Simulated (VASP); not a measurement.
Input:

```
BaHfO3
1.0
    4.17900     0.00000     0.00000
    0.00000     4.17900     0.00000
    0.00000     0.00000     4.17900
Ba Hf O
1 1 3
Direct
  0.00000   0.00000   0.00000
  0.50000   0.50000   0.50000
  0.50000   0.00000   0.50000
  0.00000   0.50000   0.50000
  0.50000   0.50000   0.00000
```

Computed with revTPSS meta-GGA, VASP's PBE PAW potentials (set 64) (plane waves; VASP). Run with 520 eV cut-off, 6×6×6 Γ-centred mesh, tetrahedra with Blöchl corrections, potentials Ba_sv Hf_pv O.

Unless said otherwise, spin-orbit coupling is left out, though it shifts the bands of the heavy elements here.

### Question
Estimate the energy per atom (σ→0), band gap (over mesh and band path) with the smallest direct gap where there is one.

### Answer

```json
{
  "band gap (over mesh and band path)": "3.60 eV",
  "smallest direct gap (over mesh and band path)": "3.83 eV",
  "energy per atom (σ→0)": "2.175 eV/atom"
}
```

The compound is BaHfO3 in the cubic perovskite structure. It was relaxed first.
